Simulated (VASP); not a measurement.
```
CsPbBr3
1.0
    5.94487     0.00000     0.00000
    0.00000     5.94487     0.00000
    0.00000     0.00000     5.94487
Cs Pb Br
1 1 3
Cartesian
  0.00000   0.00000   0.00000
  2.97244   2.97244   2.97244
  2.97244   0.00000   2.97244
  0.00000   2.97244   2.97244
  2.97244   2.97244   0.00000
```

These are AM05 GGA, VASP's PBE PAW potentials (set 64) (plane waves; VASP) values and carry that method's errors. Numerical set-up: 520 eV cut-off, 4×4×4 Γ-centred mesh, tetrahedra with Blöchl corrections, potentials Cs_sv Pb_d Br.

The cores are frozen, which limits the accuracy of field gradients.

Q: Give the principal components of the electric field gradient (V/Å²) and the asymmetry η at each nucleus.

A: 
```tsv
atom	Vxx	Vyy	Vzz	η
Cs1	0.0	0.0	0.0	-
Pb2	0.0	0.0	0.0	-
Br3	-101.2	-101.2	202.4	0.00
Br4	-101.2	-101.2	202.4	0.00
Br5	-101.2	-101.2	202.4	0.00
```

The compound is CsPbBr3 in the cubic perovskite structure, the ideal cubic form; the compound distorts at low or room temperature. It was relaxed first.
